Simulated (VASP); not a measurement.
Input of a VASP 6.6.1 run:

File INCAR:

```
  PREC = Accurate
  ENCUT = 520
  EDIFF = 1E-6
  ISMEAR = 0
  SIGMA = 0.1
  LREAL = False
  LASPH = True
  NELM = 100
  ALGO = Normal
  ISIF = 2
  LWAVE = False
  LCHARG = False
  GGA = CA
  NBANDS = 32
```

Contents of KPOINTS:

```
Automatic mesh
0
Gamma
  6 6 6
```

POSCAR

```
BiPbBrO2
1.0
   -2.0049510000      2.0049510000      6.5965800000
    2.0049510000     -2.0049510000      6.5965800000
    2.0049510000      2.0049510000     -6.5965800000
Bi Pb Br O
1 1 1 2
Direct
    0.3404330000      0.3404330000      0.0000000000
    0.6521740000      0.6521740000      0.0000000000
    0.9940500000      0.9940500000      0.0000000000
    0.7566710000      0.2566710000      0.5000000000
    0.2566710000      0.7566710000      0.5000000000
```

Potentials or basis: VASP PAW LDA potentials, release 64 (Bi_d, Pb_d, Br, O).

Launch:

```bash
$ cat potpaw_LDA.64/Bi_d/POTCAR potpaw_LDA.64/Pb_d/POTCAR potpaw_LDA.64/Br/POTCAR potpaw_LDA.64/O/POTCAR > POTCAR
$ mpirun -np 1 vasp_std > vasp.out
```

Task: What does it give for the largest force?

Result: 0.629 eV/Å.

Task: Estimate the band gap on the k mesh.

Result: 1.68 eV, indirect (least direct gap 1.98 eV).

Forces in eV/Å, atoms in the order of the input:
```
Bi   0.000  0.000 -0.591
Pb   0.000  0.000  0.629
Br   0.000  0.000 -0.090
O    0.000  0.000  0.026
O    0.000  0.000  0.026
```

Caveat: spin-orbit coupling is left out, which as a rule narrows the gap of such compounds by several tenths of an eV. A k mesh can miss the band edges.
